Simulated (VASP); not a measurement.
```
CELL_PARAMETERS angstrom
     -1.43500     1.43500     1.43500
      1.43500    -1.43500     1.43500
      1.43500     1.43500    -1.43500
ATOMIC_POSITIONS crystal
  Fe 0.00000 0.00000 0.00000
```
Starting moments (μB, in the order of the record's atoms Fe): 2.5.

Method: MS2 meta-GGA, VASP's PBE PAW potentials (set 64) (plane waves; VASP). Run with 520 eV cut-off, 16×16×16 Γ-centred mesh, first-order Methfessel-Paxton smearing of 0.10 eV, potentials Fe.

Energy and stress use the plane-wave basis of the starting cell.

Q: The ions, cell shape and volume are relaxed. What does this cell relax into?

A: 
```
CELL_PARAMETERS angstrom
     -1.39448     1.39448     1.39448
      1.39448    -1.39448     1.39448
      1.39448     1.39448    -1.39448
ATOMIC_POSITIONS crystal
  Fe 0.00000 0.00000 0.00000
```
Space group Im-3m (229), at a tolerance of 0.03 Å. The cell ends with 2.02 μB, on the sites 2.01 μB.

Q: How do energy and volume change from the first to the last step?

A: The energy (σ→0) changes by -55.4 meV/atom and the volume by -8.2 %, in 6 ionic steps.

The compound is Fe in the bcc structure. This run relaxes it. Symmetry was kept, so distortions that lower it aren't found.
